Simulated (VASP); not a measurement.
# Ga2SnO (I4/mcm) in VASP: density of states with PBE

Aim: the density of states of Ga2SnO with PBE.

Everything below comes from runs of VASP 6.6.1. Logs are shortened: lines on timing, memory, paths and dates and some standing lists are left out, and cuts for length are marked.

## (1) The structure

Symmetry: I4/mcm, No. 140, tetragonal system. The conventional cell has a = 7.348 Å, b = 7.348 Å, c = 5.768 Å, α = 90.00°, β = 90.00°, γ = 90.00°. Ga (site symmetry m2m) is surrounded by 2 O at 2.11 Å. Around Sn (site symmetry 422) lie 2 Sn at 2.88 Å and 8 Ga at 3.15 Å. O (site symmetry -42m) is surrounded by 4 Ga at 2.11 Å.

The cell was built by a generator and needn't be a form met in nature.

## (2) Density of states, PBE

File POSCAR:

```
Ga2SnO
1.0
   -3.6739100000      3.6739100000      2.8839400000
    3.6739100000     -3.6739100000      2.8839400000
    3.6739100000      3.6739100000     -2.8839400000
Ga Sn O
4 2 2
Direct
    0.6480850000      0.1480850000      0.7961690000
    0.1480850000      0.3519150000      0.5000000000
    0.3519150000      0.8519150000      0.2038310000
    0.8519150000      0.6480850000      0.5000000000
    0.2500000000      0.2500000000      0.0000000000
    0.7500000000      0.7500000000      0.0000000000
    0.7500000000      0.2500000000      0.5000000000
    0.2500000000      0.7500000000      0.5000000000
```

File INCAR.step1:

```
SYSTEM = Ga2SnO
  PREC = Accurate
  ENCUT = 520
  EDIFF = 1E-6
  ISMEAR = 0
  SIGMA = 0.1
  LREAL = .FALSE.
  LASPH = .TRUE.
  NELM = 80
  ALGO = Normal
  ISIF = 2
  LWAVE = .FALSE.
  LCHARG = .TRUE.
  GGA = PE
  NBANDS = 56
  KPAR = 4
```

File KPOINTS.step1:

```
Automatic mesh
0
G
  6 6 6
  0 0 0
```

File INCAR.step2:

```
SYSTEM = Ga2SnO
  PREC = Accurate
  ENCUT = 520
  EDIFF = 1E-6
  ISMEAR = -5
  SIGMA = 0.1
  LREAL = .FALSE.
  LASPH = .TRUE.
  NELM = 80
  ALGO = Normal
  ISIF = 2
  LWAVE = .FALSE.
  LCHARG = .FALSE.
  GGA = PE
  LORBIT = 10
  NBANDS = 56
  KPAR = 4
  NEDOS = 1001
  ICHARG = 11
```

File KPOINTS.step2:

```
Automatic mesh
0
G
  9 9 9
  0 0 0
```

Potentials or basis: VASP PAW PBE potentials, release 64 (Ga_d, Sn_d, O).

Run with:

```console
$ cat potpaw_PBE.64/Ga_d/POTCAR potpaw_PBE.64/Sn_d/POTCAR potpaw_PBE.64/O/POTCAR > POTCAR
$ cp INCAR.step1 INCAR
$ cp KPOINTS.step1 KPOINTS
$ mpirun -np 4 vasp_std > vasp.out
$ cp INCAR.step2 INCAR
$ cp KPOINTS.step2 KPOINTS
$ mpirun -np 4 vasp_std > vasp.out
```

OUTCAR:

```text
SYSTEM = Ga2SnO
   PREC = Accurate
   ENCUT = 520
   EDIFF = 1E-6
   ISMEAR = -5
   LREAL = .FALSE.
   LASPH = .TRUE.
   NELM = 80
   ISIF = 2
   GGA = PE
   LORBIT = 10
   ICHARG = 11

 ion  position               nearest neighbor table
   1  0.648  0.148  0.796-   7 2.11   8 2.11   5 3.15   6 3.15   5 3.15   6 3.15
   2  0.148  0.352  0.500-   7 2.11   8 2.11   6 3.15   5 3.15   5 3.15   6 3.15
   3  0.352  0.852  0.204-   8 2.11   7 2.11   5 3.15   6 3.15   5 3.15   6 3.15
   4  0.852  0.648  0.500-   7 2.11   8 2.11   5 3.15   6 3.15   6 3.15   5 3.15
   5  0.250  0.250  0.000-   6 2.88   6 2.88   4 3.15   2 3.15   4 3.15   2 3.15   1 3.15   3 3.15
                             3 3.15   1 3.15
   6  0.750  0.750  0.000-   5 2.88   5 2.88   2 3.15   4 3.15   2 3.15   4 3.15   3 3.15   1 3.15
                             1 3.15   3 3.15
   7  0.750  0.250  0.500-   1 2.11   3 2.11   2 2.11   4 2.11
   8  0.250  0.750  0.500-   3 2.11   1 2.11   2 2.11   4 2.11

  LATTYP: Found a body centered tetragonal cell.
 ALAT       =     7.3478200000
 C/A-ratio  =     0.7849784018

  Lattice vectors:

 A1 = (  -3.6739100000,   3.6739100000,   2.8839400000)
 A2 = (   3.6739100000,  -3.6739100000,   2.8839400000)
 A3 = (   3.6739100000,   3.6739100000,  -2.8839400000)

Analysis of symmetry for initial positions (statically):
=====================================================================
 Subroutine PRICEL returns:
 Original cell was already a primitive cell.

 Routine SETGRP: Setting up the symmetry group for a
 body centered tetragonal supercell.

 Subroutine GETGRP returns: Found 16 space group operations
 (whereof  8 operations were pure point group operations)
 out of a pool of 16 trial point group operations.

The static configuration has the point symmetry C_4h.
 The point group associated with its full space group is D_4h.

Analysis of symmetry for dynamics (positions and initial velocities):
=====================================================================
 Subroutine PRICEL returns:
 Original cell was already a primitive cell.

 Routine SETGRP: Setting up the symmetry group for a
 body centered tetragonal supercell.

 Subroutine GETGRP returns: Found 16 space group operations
 (whereof  8 operations were pure point group operations)
 out of a pool of 16 trial point group operations.

The dynamic configuration has the point symmetry C_4h.
 The point group associated with its full space group is D_4h.

 Subroutine INISYM returns: Found 16 space group operations
 (whereof  8 operations are pure point group operations),
 and found     1 'primitive' translations

----------------------------------------------------------------------------------------

                                     Primitive cell

  volume of cell :     155.7052

  direct lattice vectors                    reciprocal lattice vectors
    -3.673910000  3.673910000  2.883940000     0.000000000  0.136094787  0.173373926
     3.673910000 -3.673910000  2.883940000     0.136094787  0.000000000  0.173373926
     3.673910000  3.673910000 -2.883940000     0.136094787  0.136094787  0.000000000

  length of vectors
     5.942418641  5.942418641  5.942418641     0.220409413  0.220409413  0.192467094

  position of ions in fractional coordinates (direct lattice)
     0.648085000  0.148085000  0.796169000
     0.148085000  0.351915000  0.500000000
     0.351915000  0.851915000  0.203831000
     0.851915000  0.648085000  0.500000000
     0.250000000  0.250000000  0.000000000
     0.750000000  0.750000000  0.000000000
     0.750000000  0.250000000  0.500000000
     0.250000000  0.750000000  0.500000000

  ion indices of the primitive-cell ions
   primitive index   ion index
                 1           1
                 2           2
                 3           3
                 4           4
                 5           5
                 6           6
                 7           7
                 8           8

----------------------------------------------------------------------------------------

 KPOINTS: Automatic mesh

Automatic generation of k-mesh.
 Grid dimensions read from file:
 generate k-points for:    9    9    9

 Generating k-lattice:

  Cartesian coordinates                     Fractional coordinates (reciprocal lattice)
     0.000000000  0.015121643  0.019263770     0.111111111  0.000000000  0.000000000
     0.015121643  0.000000000  0.019263770     0.000000000  0.111111111  0.000000000
     0.015121643  0.015121643  0.000000000     0.000000000  0.000000000  0.111111111

  Length of vectors
     0.024489935  0.024489935  0.021385233

  Shift w.r.t. Gamma in fractional coordinates (k-lattice)
     0.000000000  0.000000000  0.000000000

 TETIRR: Found   1695 inequivalent tetrahedra from     4374

 Subroutine IBZKPT returns following result:
 ===========================================

 Found     75 irreducible k-points:

 Following reciprocal coordinates:
            Coordinates               Weight
  0.000000  0.000000  0.000000      1.000000
  0.111111 -0.000000  0.000000      8.000000
  0.222222  0.000000  0.000000      8.000000
  0.333333  0.000000  0.000000      8.000000
  0.444444  0.000000  0.000000      8.000000
  0.111111  0.111111  0.000000      8.000000
[... 16 lines left out ...]
 -0.333333  0.333333  0.000000      4.000000
  0.444444  0.444444 -0.000000      8.000000
 [... further k-points ...]
   k-points           NKPTS =     75   k-points in BZ     NKDIM =     75   number of bands    NBANDS=     56
   number of dos      NEDOS =   1001   number of ions     NIONS =      8
   total plane-waves  NPLWV = 110592
   dimension x,y,z NGX =    48 NGY =   48 NGZ =   48
   dimension x,y,z NGXF=    96 NGYF=   96 NGZF=   96
   ions per type =               4   2   2
   NGX,Y,Z   is equivalent  to a cutoff of  13.43, 13.43, 13.43 a.u.
   NGXF,Y,Z  is equivalent  to a cutoff of  26.86, 26.86, 26.86 a.u.
 SYSTEM =  Ga2SnO
   PREC   = accura    normal or accurate (medium, high low for compatibility)
   ISTART =      0    job   : 0-new  1-cont  2-samecut
   ICHARG =     11    charge: 1-file 2-atom 10-const
   ISPIN  =      1    spin polarized calculation?
   LNONCOLLINEAR =      F non collinear calculations
   LSORBIT =      F    spin-orbit coupling
   LASPH  =      T    aspherical Exc in radial PAW
   ENCUT  =  520.0 eV  38.22 Ry    6.18 a.u.  11.05 11.05 11.05*2*pi/ulx,y,z
   NELM   =     80;   NELMIN=  2; NELMDL=  0     # of ELM steps
   EDIFF  = 0.1E-05   stopping-criterion for ELM
   LREAL  =      F    real-space projection
   EDIFFG = 0.1E-04   stopping-criterion for IOM
   NSW    =      0    number of steps for IOM
   IBRION =     -1    ionic relax: 0-MD 1-quasi-New 2-CG
   NFREE  =      0    steps in history (QN), initial steepest desc. (CG)
   ISIF   =      2    stress and relaxation
   ISYM   =      2    0-nonsym 1-usesym 2-fastsym
   POTIM  = 0.5000    time-step for ionic-motion
   TEBEG  =    0.0;   TEEND  =   0.0 temperature during run
   PSTRESS=    0.0 pullay stress
   NELECT =      92.0000    total number of electrons
   NUPDOWN=      -1.0000    fix difference up-down
   EMIN   =  10.00;   EMAX   =-10.00  energy-range for DOS
   EFERMI =   0.00;   METHOD = LEGACY
   ISMEAR =    -5;   SIGMA  =   0.10  broadening in eV -4-tet -1-fermi 0-gaus
   EFERMI_NEDOS =   21; number of points for ismear=-14 and -15
   IALGO  =     38    algorithm
   IMIX   =      4    mixing-type and parameters
     AMIX     =   0.40;   BMIX     =  1.00
     AMIX_MAG =   1.60;   BMIX_MAG =  1.00
  volume/ion in A,a.u.               =      19.46       131.34
  Fermi-wavevector in a.u.,A,eV,Ry     =   1.373735  2.595983 25.676213  1.887148
  Thomas-Fermi vector in A             =   2.499225
   LORBIT       =     10    0 simple, 1 ext, 2 COOP (PROOUT), +10 PAW based schemes
   GGA     = PE    functional components
   LHFCALC =     F    Hartree Fock is set to
   AEXX    =    0.0000 exact exchange contribution
   IVDW    =     0    specifies the selected vdW correction
   LEPSILON=     F    determine dielectric tensor
   LRPA    =     F    only Hartree local field effects (RPA)
 non-spin polarized calculation
 Fermi weights with tetrahedron method with Bloechl corrections
  energy-cutoff  :      520.00
  volume of cell :      155.71
 maximum number of plane-waves:      4238
 NGX is ok and might be reduce to    48

 number of electron      92.0000018 magnetization

 Free energy of the ion-electron system (eV)
  ---------------------------------------------------
  ext. energy  EPLUGINS =         0.00000000
  ---------------------------------------------------
  free energy    TOTEN  =       -33.24998648 eV

  energy without entropy =      -33.24998648  energy(sigma->0) =      -33.24998648

 E-fermi :   5.7234     XC(G=0): -10.3244

 val. band max:        5.8720745181   @ k =   0.4444   0.0000   0.0000
 cond. band min:       5.4962318320   @ k =   0.3333   0.3333   0.0000
 fundamental gap:     -0.3758426861
 Fermi energy:         5.7233744787

 k-point     1 :       0.0000    0.0000    0.0000
  band No.  band energies     occupation
      1     -16.1382      2.00000
      2     -15.9161      2.00000
      3     -15.9161      2.00000
      4     -15.8095      2.00000
      5     -15.8060      2.00000
      6     -15.7850      2.00000
[... 48 lines left out ...]
     55      11.4904      0.00000
     56      11.8715      0.00000

 k-point     2 :       0.1111   -0.0000    0.0000
  band No.  band energies     occupation
      1     -16.1215      2.00000
      2     -15.9098      2.00000
      3     -15.9098      2.00000
      4     -15.8088      2.00000
      5     -15.8051      2.00000
      6     -15.7858      2.00000
[... 48 lines left out ...]
     55      11.7053      0.00000
     56      11.9381      0.00000

 k-point     3 :       0.2222    0.0000    0.0000
  band No.  band energies     occupation
      1     -16.0733      2.00000
      2     -15.8916      2.00000
      3     -15.8916      2.00000
      4     -15.8068      2.00000
      5     -15.8025      2.00000
      6     -15.7880      2.00000
[... 1172 lines left out ...]
 k-point    23 :      -0.3333    0.3333    0.0000
  band No.  band energies     occupation
      1     -16.1377      2.00000
      2     -15.9164      2.00000
      3     -15.9151      2.00000
      4     -15.8104      2.00000
      5     -15.8048      2.00000
      6     -15.7844      2.00000
[... 48 lines left out ...]
     55      11.1267      0.00000
     56      11.8070      0.00000

 k-point    24 :       0.4444    0.4444   -0.0000
  band No.  band energies     occupation
      1     -16.1209      2.00000
      2     -15.9102      2.00000
      3     -15.9085      2.00000
      4     -15.8100      2.00000
      5     -15.8035      2.00000
      6     -15.7851      2.00000
[... 48 lines left out ...]
     55      10.5719      0.00000
     56      11.2519      0.00000

 [... further k-points ...]
[... 5 lines left out ...]
  --------------------------------------------------------------------------------------
  -------------------------------------------------------------------------------------
  Total       -0.3044221     -0.3044221     -0.0221511      0.0000000      0.0000000      0.0000000
  in kB       -3.1324458     -3.1324458     -0.2279306      0.0000000      0.0000000      0.0000000
  external PRESSURE =      -2.1642740 kB  Pullay stress =       0.0000000 kB

 VOLUME and BASIS-vectors are now :
 -----------------------------------------------------------------------------
  energy-cutoff  :      520.00
  volume of cell :      155.71
      direct lattice vectors                 reciprocal lattice vectors
    -3.673910000  3.673910000  2.883940000     0.000000000  0.136094787  0.173373926
     3.673910000 -3.673910000  2.883940000     0.136094787  0.000000000  0.173373926
     3.673910000  3.673910000 -2.883940000     0.136094787  0.136094787  0.000000000

 POSITION                                       TOTAL-FORCE (eV/Angst)
 -----------------------------------------------------------------------------------
      1.08810      4.76201      0.00000        -0.021119     -0.021119     -0.000000
      2.58581      1.08810      0.00000         0.021119     -0.021119      0.000000
      2.58581     -1.08810      2.88394         0.021119      0.021119      0.000000
      1.08810      2.58581      2.88394        -0.021119      0.021119     -0.000000
      0.00000      0.00000      1.44197         0.000000     -0.000000      0.000000
      0.00000      0.00000      4.32591         0.000000     -0.000000      0.000000
     -0.00000      3.67391      1.44197         0.000000     -0.000000      0.000000
      3.67391     -0.00000      1.44197         0.000000     -0.000000      0.000000
 -----------------------------------------------------------------------------------
    total drift:                                0.000000      0.000000      0.000000

  FREE ENERGIE OF THE ION-ELECTRON SYSTEM (eV)
  ---------------------------------------------------
  free  energy   TOTEN  =       -33.2499864790 eV

  energy  without entropy=      -33.2499864790  energy(sigma->0) =      -33.24998648

 total charge

# of ion       s       p       d       tot
------------------------------------------
    1        0.993   0.477   9.993  11.462
    2        0.993   0.477   9.993  11.462
    3        0.993   0.477   9.993  11.462
    4        0.993   0.477   9.993  11.462
    5        1.274   0.966   9.995  12.235
    6        1.274   0.966   9.995  12.235
    7        1.581   3.380   0.000   4.960
    8        1.581   3.380   0.000   4.960
--------------------------------------------------
tot          9.680  10.598  59.963  80.241
```

It took 3.8 min on 4 MPI ranks of Intel Xeon Platinum 8259CL at 2.50GHz (Skylake/Cascade Lake), shared host; peak memory 0.66 GiB.

What came out:

```
Valence electrons inside the program's atomic spheres : Ga 11.46; Sn 12.23; O 4.96
```

States per cell in windows of 0.5 eV (zero at the Fermi level; states under -8 eV left out):
```
from (eV)  total  O7_p  O8_p  Sn5_p  Sn6_p  Ga1_p  Ga2_p
     -8.0   1.22  0.15  0.15   0.01   0.01   0.01   0.01
     -7.5   1.25  0.13  0.13   0.02   0.02   0.01   0.01
     -7.0   1.60  0.19  0.19   0.03   0.03   0.01   0.01
     -6.5   2.22  0.27  0.27   0.04   0.04   0.02   0.02
     -6.0   1.55  0.21  0.21   0.02   0.02   0.02   0.02
     -5.5   1.59  0.27  0.27   0.03   0.03   0.03   0.03
     -5.0   2.68  0.60  0.60   0.03   0.03   0.05   0.05
     -4.5   1.18  0.21  0.21   0.06   0.06   0.02   0.02
     -4.0   1.55  0.34  0.34   0.04   0.04   0.03   0.03
     -3.5   1.63  0.22  0.22   0.07   0.07   0.03   0.03
     -3.0   1.65  0.19  0.19   0.10   0.10   0.04   0.04
     -2.5   2.13  0.22  0.22   0.11   0.11   0.05   0.05
     -2.0   1.45  0.12  0.12   0.07   0.07   0.03   0.03
     -1.5   0.98  0.06  0.06   0.07   0.07   0.03   0.03
     -1.0   1.35  0.06  0.06   0.12   0.12   0.04   0.04
     -0.5   1.26  0.05  0.05   0.11   0.11   0.04   0.04
      0.0   1.26  0.05  0.05   0.11   0.11   0.04   0.04
      0.5   1.64  0.06  0.06   0.17   0.17   0.05   0.05
      1.0   1.71  0.06  0.06   0.16   0.16   0.05   0.05
      1.5   1.12  0.04  0.04   0.10   0.10   0.04   0.04
      2.0   1.60  0.04  0.04   0.09   0.09   0.09   0.09
      2.5   1.72  0.05  0.05   0.10   0.10   0.09   0.09
      3.0   1.90  0.06  0.06   0.08   0.08   0.11   0.11
      3.5   1.94  0.05  0.05   0.09   0.09   0.12   0.12
      4.0   1.99  0.05  0.05   0.11   0.11   0.12   0.12
      4.5   1.94  0.05  0.05   0.11   0.11   0.13   0.13
      5.0   1.70  0.05  0.05   0.10   0.10   0.11   0.11
      5.5   1.32  0.04  0.04   0.07   0.07   0.09   0.09
      6.0   0.17  0.01  0.01   0.01   0.01   0.01   0.01
      6.5   0.00  0.00  0.00   0.00   0.00   0.00   0.00
```

Caveat: tetrahedron occupations give inexact forces and stress in metals.
